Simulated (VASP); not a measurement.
Wanted: the native input for a VASP 6.6.1 run.

* Task: relaxation of cell and atoms
* Functional: PBE
* Dispersion: D3(BJ)
* Potentials or basis: VASP PAW PBE potentials, release 64 (Pt)
* Cutoff: 600 eV
* k mesh: 18 × 18 × 18
* Occupations: methfessel-paxton, width 0.1 eV
* Spin: no spin polarisation
* Further INCAR settings: ALGO = Fast; EDIFF = 1e-06; IBRION = 2; EDIFFG = -0.005; NSW = 60; ISIF = 3

The structure of Pt lies in POSCAR:

```
Pt
1.0
    0.0000000000      1.9600000000      1.9600000000
    1.9600000000      0.0000000000      1.9600000000
    1.9600000000      1.9600000000      0.0000000000
Pt
1
Direct
    0.0000000000      0.0000000000      0.0000000000
```

The cell was built by a generator and needn't be a form met in nature.

One way to write it, as run:

INCAR

```
PREC = Accurate
ENCUT = 600
EDIFF = 1E-6
ISMEAR = 1
SIGMA = 0.1
LREAL = F
LASPH = T
NELM = 120
ALGO = Fast
ISIF = 3
LWAVE = F
LCHARG = F
GGA = PE
IVDW = 12
IBRION = 2
NSW = 60
EDIFFG = -0.005
```

KPOINTS

```
regular mesh
0
Gamma
  18 18 18
```

Potentials or basis: VASP PAW PBE potentials, release 64 (Pt).

The run is started by

```bash
$ cat potpaw_PBE.64/Pt/POTCAR > POTCAR
$ mpirun -np 1 vasp_std > vasp.out
```

It gave:

The relaxed volume is 15.13 Å³/atom, the relaxed cell is a = 2.776 Å, b = 2.776 Å, c = 2.776 Å, α = 60.00°, β = 60.00°, γ = 60.00° and the space group after relaxing (to 0.05 Å) is Fm-3m (No. 225). The energy gained by relaxing is 0.3 meV/atom and the ionic steps are 3. The pressure after relaxing is 0.0 GPa and the band gap on the k mesh is none (metal or under the smearing width). The dispersion energy per atom is -0.777 eV.

Caveat: pairwise dispersion overbinds metals, which lowers pressure and volume.

Wall time 28 s on 1 thread of Intel(R) Xeon(R) Platinum 8488C (Sapphire Rapids), with other jobs on the host, peak memory 0.18 GiB.
